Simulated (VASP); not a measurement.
Set up this calculation in VASP 6.6.1, as the native input.

```yaml
Task: relaxation of cell and atoms
Functional: PBE
Potentials_or_basis: VASP PAW PBE potentials, release 64 (Ca_sv, Zr_sv, N)
Cutoff: 520 eV
k_mesh: 2 × 2 × 3
Occupations: gaussian, width 0.15 eV
Spin: no spin polarisation
Further_INCAR_settings: PREC = Normal; LREAL = Auto; ALGO = Fast; EDIFF = 0.0001; IBRION = 2; EDIFFG = -0.08; NSW = 24; ISIF = 3
```

The structure of Ca3ZrN3 lies in POSCAR:

```
Ca3ZrN3
1.0
    7.2900000000      0.0000000000      0.0000000000
   -3.6450000000      6.3133251900      0.0000000000
    0.0000000000      0.0000000000      4.9600000000
Ca Zr N
6 2 6
Direct
    0.6400000100      0.7300000100      0.7500000000
    0.0900000000      0.3599999900      0.7500000000
    0.2699999900      0.9100000000      0.7500000000
    0.3599999900      0.2699999900      0.2500000000
    0.7300000100      0.0900000000      0.2500000000
    0.9100000000      0.6400000100      0.2500000000
    0.6666666700      0.3333333300      0.7500000000
    0.3333333300      0.6666666700      0.2500000000
    0.3830000100      0.3150000100      0.7500000000
    0.6849999900      0.0680000000      0.7500000000
    0.9320000000      0.6169999900      0.7500000000
    0.0680000000      0.3830000100      0.2500000000
    0.6169999900      0.6849999900      0.2500000000
    0.3150000100      0.9320000000      0.2500000000
```

The cell was built by a generator and needn't be a form met in nature.

The input as run:

INCAR

```
SYSTEM = Ca3ZrN3
PREC = Normal ; ENCUT = 520
EDIFF = 1E-4 ; ISMEAR = 0
SIGMA = 0.15 ; LREAL = Auto
LASPH = .True. ; NELM = 60
ALGO = Fast ; ISIF = 3
LWAVE = .False. ; LCHARG = .False.
GGA = PE ; IBRION = 2
NSW = 24 ; EDIFFG = -0.08
```

KPOINTS

```
regular mesh
0
Gamma
  2 2 3
  0 0 0
```

Potentials or basis: VASP PAW PBE potentials, release 64 (Ca_sv, Zr_sv, N).

Command:

```sh
$ cat potpaw_PBE.64/Ca_sv/POTCAR potpaw_PBE.64/Zr_sv/POTCAR potpaw_PBE.64/N/POTCAR > POTCAR
$ mpirun -np 4 vasp_std > vasp.out
```

It gave:

```json
{
 "Relaxed volume": "19.32 Å³/atom",
 "Relaxed cell": "a = 7.898 Å, b = 7.898 Å, c = 5.007 Å, α = 90.00°, β = 90.00°, γ = 120.00°",
 "Space group after relaxing (to 0.05 Å)": "P6_3/m (No. 176)",
 "Energy gained by relaxing": "161.6 meV/atom",
 "Ionic steps": "22",
 "Pressure after relaxing": "0.1 GPa",
 "Largest force after relaxing": "0.071 eV/Å",
 "Band gap on the k mesh": "none (metal or under the smearing width)"
}
```

Caveat: the k mesh is coarse (spacing up to 0.50 Å⁻¹), so the values aren't converged; the volume moved by over 15 % at a fixed basis, so the end points are rough; the relaxation stopped at a loose force limit of 0.08 eV/Å, so its end isn't a converged minimum.

Wall time 120 s on 4 MPI ranks on Intel(R) Xeon(R) 6975P-C (Granite Rapids), with other jobs on the host, peak memory 0.16 GiB a rank.
